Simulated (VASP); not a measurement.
Input:

```
KZnF3
1.0
    4.05793     0.00000     0.00000
    0.00000     4.05793     0.00000
    0.00000     0.00000     4.05793
K Zn F
1 1 3
Direct
  0.00000   0.00000   0.00000
  0.50000   0.50000   0.50000
  0.50000   0.00000   0.50000
  0.00000   0.50000   0.50000
  0.50000   0.50000   0.00000
```

These are PBEsol GGA, VASP's PBE PAW potentials (set 64) (plane waves; VASP) values and carry that method's errors. Settings: 520 eV cut-off, 6×6×6 Γ-centred mesh, tetrahedra with Blöchl corrections, potentials K_sv Zn F.

### Question
The job: KZnF$_{3}$ (cubic perovskite), 5 atoms, PBEsol, static run, 520 eV, 6×6×6 Γ-centred mesh. Roughly how much core time does it take on a busy server core?

### Answer
About 20 core-seconds (one run on a shared machine, a rough figure). It had 20 irreducible k-points, 25 bands, up to 1856 plane waves and 19 electronic steps.

The compound is KZnF3 in the cubic perovskite structure. It was relaxed first.
